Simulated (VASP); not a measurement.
CdAs (space group Pbca): computed properties

The numbers are results of r2SCAN meta-GGA, VASP's PBE PAW potentials (set 64) (plane waves; VASP), not measurements.

```
Quantity                                                                                              Value
---------------------------------------------  ------------------------------------------------------------
space group                                                                                       Pbca (61)
cell                                           a = 6.0151 Å, b = 7.8562 Å, c = 8.0720 Å, α = β = γ = 90.00°
volume per atom                                                                              23.84 Å^3/atom
band gap (over mesh and band path)                                                                  0.50 eV
smallest direct gap (over mesh and band path)                                                       0.77 eV
density                                                                                          6.52 g/cm³
```

CdAs has the orthorhombic space group Pbca (No. 61), Pearson symbol oP16. Cell: a = 6.015 Å, b = 7.856 Å, c = 8.072 Å, α = 90.00°, β = 90.00°, γ = 90.00°. Cd on 8c is coordinated by 3 As at 2.649–2.744 Å and 1 As at 2.944 Å and 1 Cd at 3.076 Å. As on 8c is coordinated by 1 As at 2.446 Å and 3 Cd at 2.649–2.744 Å and 1 Cd at 2.944 Å. (Neighbours: up to the widest gap in distance over summed covalent radii, below 1.35, at either atom; cation-cation and far metal-metal contacts left out.)

The structure comes from a computed database's CdAs entry (Pbca); how it stands against other phases isn't given here. It was relaxed first. Symmetry was kept, so distortions that lower it aren't found.
